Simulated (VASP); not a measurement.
An input for Quantum ESPRESSO's pw.x (written as the equivalent of a VASP run, and not itself run):

```
&CONTROL
  calculation = 'vc-relax'
  pseudo_dir = './pseudo'
  outdir = './out'
  tprnfor = .true.
  tstress = .true.
  nstep = 40
  forc_conv_thr = 0.00078
/
&SYSTEM
  ibrav = 0
  nat = 2
  ntyp = 2
  ecutwfc = 76
  occupations = 'smearing'
  smearing = 'methfessel-paxton'
  degauss = 0.00735
  input_dft = 'pbesol'
/
&ELECTRONS
  conv_thr = 7.3e-08
  electron_maxstep = 100
/
&IONS
/
&CELL
  press = 100
/
ATOMIC_SPECIES
  B 10.810 B.upf
  Bi 208.980 Bi.upf
CELL_PARAMETERS angstrom
    -0.0000000    2.5288197    2.5288197
     2.5288197   -0.0000000    2.5288197
     2.5288197    2.5288197    0.0000000
ATOMIC_POSITIONS crystal
  B    0.0000000  0.0000000  0.0000000
  Bi   0.5000000  0.5000000  0.5000000
K_POINTS automatic
  12 12 12 0 0 0
```

Problem. Write the VASP files for the same calculation (PBEsol).

Solution. One answer among several that fit: 
INCAR:
```
# general
SYSTEM   =  BBi
PREC     =  Accurate
ENCUT    =  620   # plane-wave cut-off (eV)
LREAL    =  .FALSE.   # projection in real space or not
LASPH    =  .TRUE.   # aspherical one-centre terms

# electronic loop
EDIFF    =  1E-6   # SCF stop (eV)
NELM     =  100   # most electronic steps
ALGO     =  Normal   # blocked Davidson
LMAXMIX  =  4   # l cut-off of mixed one-centre charges

# smearing
ISMEAR   =  1
SIGMA    =  0.1

# functional
GGA      =  PS   # PBEsol

# ions
IBRION   =  2
NSW      =  40
ISIF     =  3   # ions, shape and volume
EDIFFG   =  -0.02
PSTRESS  =  100   # kbar

# output
LWAVE    =  .FALSE.
LCHARG   =  .FALSE.
```

**KPOINTS**
```
Automatic
0
G
 12 12 12
0 0 0
```

**POSCAR**
```
BBi
1
   -0.0000000000     2.5288196536     2.5288196536
    2.5288196536    -0.0000000000     2.5288196536
    2.5288196536     2.5288196536     0.0000000000
B Bi
1 1
Direct
  0.0000000000   0.0000000000   0.0000000000
  0.5000000000   0.5000000000   0.5000000000
```

POTCAR, in this order: B Bi_d (PBE.64 set). Program: vasp_std.

Limits of the translation: the potentials are each code's own (VASP's PAW set, PseudoDojo norm-conserving files in pw.x), so ENCUT and ecutwfc are chosen apart and not converted; conv_thr bounds pw.x's estimated SCF error, while EDIFF bounds the energy change between steps; forc_conv_thr acts on force components and is met together with etot_conv_thr.

The structure was generated: BBi was put into the rock salt type (Fm-3m), which need not be its known phase. It was relaxed first under an external pressure of 10 GPa.
